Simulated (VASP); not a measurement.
Crystal: Bi2Te3 (Tellurobismuthite).

```
Bi Te
1.0
     2.17758    1.25723   10.45035
    -2.17758    1.25723   10.45035
     0.00000   -2.51445   10.45035
Bi Te
2 3
Direct
  0.39715 0.39715 0.39715
  0.60285 0.60285 0.60285
  0.00000 0.00000 0.00000
  0.21573 0.21573 0.21573
  0.78427 0.78427 0.78427
```

The cell isn't the ideal one: a relaxed cell with its volume scaled by 0.94.

```yaml
Program: VASP 6.6.1
Task: relaxation of shape and atoms at fixed volume
Functional: PBE
Potentials_or_basis: VASP PAW PBE potentials, release 64 (Bi, Te)
Cutoff: 300 eV
k_mesh: 4 × 4 × 4
Occupations: gaussian, width 0.03 eV
Spin: no spin polarisation
```

At the start: pressure 3.2 GPa; volume 34.33 Å³/atom.

**Question.** Where does the relaxation end?

**Answer.** Over 10 steps the energy falls by 12.1 meV/atom; space group R-3m (No. 166, to 0.05 Å).

The path:
```tsv
step	energy change (eV)	largest force (eV/Å)	pressure (GPa)
1	0.0000	0.4660	3.19
2	-0.0176	0.2791	2.82
3	-0.0237	0.2620	2.43
4	-0.0330	0.2290	2.27
5	-0.0528	0.1340	1.84
6	-0.0553	0.0776	1.12
7	-0.0605	0.0395	1.43
8	-0.0605	0.0353	1.41
9	-0.0606	0.0204	1.49
10	-0.0607	0.0023	1.46
```

Final structure:
```
CELL_PARAMETERS angstrom
2.20464 1.27285 10.19541
-2.20464 1.27285 10.19541
0.00000 -2.54569 10.19541
ATOMIC_POSITIONS crystal
Bi 0.39941 0.39941 0.39941
Bi 0.60059 0.60059 0.60059
Te 0.00000 0.00000 0.00000
Te 0.21070 0.21070 0.21070
Te 0.78930 0.78930 0.78930
```
